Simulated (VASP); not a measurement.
Calculation: PBEsol GGA, VASP's PBE PAW potentials (set 64) (plane waves; VASP).

Input for VASP

### POSCAR
```
BBi
3.304570
  0.9999998490   0.0000000000   0.0000000000
  0.0000000000   0.9999998490   0.0000000000
  0.0000000000   0.0000000000   0.9999998490
B Bi
1 1
direct
  0.0000000000   0.0000000000   0.0000000000
  0.5000000000   0.5000000000   0.5000000000
```

### INCAR
```
ALGO=Normal
EDIFF=1E-7
ENCUT=520
GGA=PS
ICHARG=11
ISMEAR=0
LASPH=.TRUE.
LCHARG=.FALSE.
LMAXMIX=4
LORBIT=11
LREAL=.FALSE.
LWAVE=.FALSE.
NELM=100
PREC=Accurate
SIGMA=0.05
SYSTEM=BBi
```

### KPOINTS
```
k-points along high-symmetry lines
15
Line-mode
Reciprocal
  0.000000   0.000000   0.000000 ! GAMMA
  0.000000   0.500000   0.000000 ! X

  0.000000   0.500000   0.000000 ! X
  0.500000   0.500000   0.000000 ! M

  0.500000   0.500000   0.000000 ! M
  0.000000   0.000000   0.000000 ! GAMMA

  0.000000   0.000000   0.000000 ! GAMMA
  0.500000   0.500000   0.500000 ! R

  0.500000   0.500000   0.500000 ! R
  0.000000   0.500000   0.000000 ! X

  0.500000   0.500000   0.500000 ! R
  0.500000   0.500000   0.000000 ! M
```

POTCAR, in this order: B Bi_d (PBE.64 set). Program: vasp_std. Read from the step before: CHGCAR.

The resulting files:

### OUTCAR
```
 ion  position               nearest neighbor table
   1  0.000  0.000  0.000-   2 2.86   2 2.86   2 2.86   2 2.86   2 2.86   2 2.86   2 2.86   2 2.86
  LATTYP: Found a simple cubic cell.
 ALAT       =     3.3045695009
 Subroutine PRICEL returns:
 Original cell was already a primitive cell.
 Subroutine GETGRP returns: Found 48 space group operations
The static configuration has the point symmetry O_h .
The dynamic configuration has the point symmetry O_h .
 Subroutine INISYM returns: Found 48 space group operations
   k-points           NKPTS =     90   k-points in BZ     NKDIM =     90   number of bands    NBANDS=     13
   number of dos      NEDOS =    301   number of ions     NIONS =      2
   total plane-waves  NPLWV =  21952
   dimension x,y,z NGX =    28 NGY =   28 NGZ =   28
   dimension x,y,z NGXF=    56 NGYF=   56 NGZF=   56
   ions per type =               1   1
   PREC   = accura    normal or accurate (medium, high low for compatibility)
   ISTART =      0    job   : 0-new  1-cont  2-samecut
   ICHARG =     11    charge: 1-file 2-atom 10-const
   ISPIN  =      1    spin polarized calculation?
   LNONCOLLINEAR =      F non collinear calculations
   LSORBIT =      F    spin-orbit coupling
   INIWAV =      1    electr: 0-lowe 1-rand  2-diag
   ENCUT  =  520.0 eV  38.22 Ry    6.18 a.u.   6.14  6.14  6.14*2*pi/ulx,y,z
   NELM   =    100;   NELMIN=  2; NELMDL= -5     # of ELM steps
...
```

OSZICAR:
```
       N       E                     dE             d eps       ncg     rms          rms(c)
DAV:   1     0.124555941180E+03    0.12456E+03   -0.10255E+04  2363   0.170E+03
DAV:   2    -0.105060756359E+00   -0.12466E+03   -0.12111E+03  2515   0.366E+02
DAV:   3    -0.742157362167E+01   -0.73165E+01   -0.71323E+01  2880   0.911E+01
DAV:   4    -0.761117652403E+01   -0.18960E+00   -0.18886E+00  2821   0.152E+01
DAV:   5    -0.761701662584E+01   -0.58401E-02   -0.58399E-02  2884   0.236E+00
DAV:   6    -0.761728127966E+01   -0.26465E-03   -0.26465E-03  3111   0.400E-01
DAV:   7    -0.761728364504E+01   -0.23654E-05   -0.23647E-05  2939   0.367E-02
DAV:   8    -0.761728367596E+01   -0.30922E-07   -0.31065E-07  2356   0.468E-03
   1 F= -.76172837E+01 E0= -.76160673E+01  d E =-.243274E-02
```

OUTCAR:
```
 val. band max:        7.8696863856   @ k =   0.1786   0.5000   0.0000

 cond. band min:       7.8750790034   @ k =   0.5000   0.5000   0.3571



 k-point     1 :       0.0000    0.0000    0.0000
  band No.  band energies     occupation
      1     -14.7387      2.00000
      2     -14.7387      2.00000
      3     -14.4378      2.00000
      4     -14.4378      2.00000
      5     -14.4378      2.00000
      6      -6.0441      2.00000
      7       6.1888      2.00000
      8       7.6716      2.00000
      9       7.6716      2.00000
     10       7.6716      2.00000
     11      14.1575      0.00000
     12      14.1575      0.00000
     13      16.5917      0.00000

 k-point     2 :       0.0000    0.0357    0.0000
  band No.  band energies     occupation
      1     -14.7385      2.00000
      2     -14.7358      2.00000
      3     -14.4388      2.00000
      4     -14.4388      2.00000
      5     -14.4377      2.00000
      6      -6.0273      2.00000
      7       6.0363      2.00000
      8       7.6907      2.00000
      9       7.6907      2.00000
     10       7.7476      1.99949
     11      14.1696      0.00000
     12      14.2371      0.00000
     13      16.5571      0.00000

 k-point     3 :       0.0000    0.0714    0.0000
  band No.  band energies     occupation
      1     -14.7381      2.00000
      2     -14.7269      2.00000
      3     -14.4419      2.00000
      4     -14.4419      2.00000
      5     -14.4375      2.00000
      6      -5.9768      2.00000
      7       5.6517      2.00000
      8       7.7479      1.99947
      9       7.7479      1.99947
     10       7.9145      0.21197
     11      14.2058      0.00000
     12      14.4424      0.00000
     13      16.4694      0.00000

 k-point     4 :       0.0000    0.1071    0.0000
  band No.  band energies     occupation
      1     -14.7373      2.00000
      2     -14.7128      2.00000
      3     -14.4467      2.00000
      4     -14.4467      2.00000
...
```

The density is held fixed in this step, so its total energy and stress have no physical meaning. Unless said otherwise, spin-orbit coupling is left out, though it shifts the bands of the heavy elements here.

The structure was generated: BBi was put into the CsCl type type (Pm-3m), which need not be its known phase. It was relaxed first, which changed the volume by +32 %. VASP warned that the highest band is occupied, so more bands are needed.
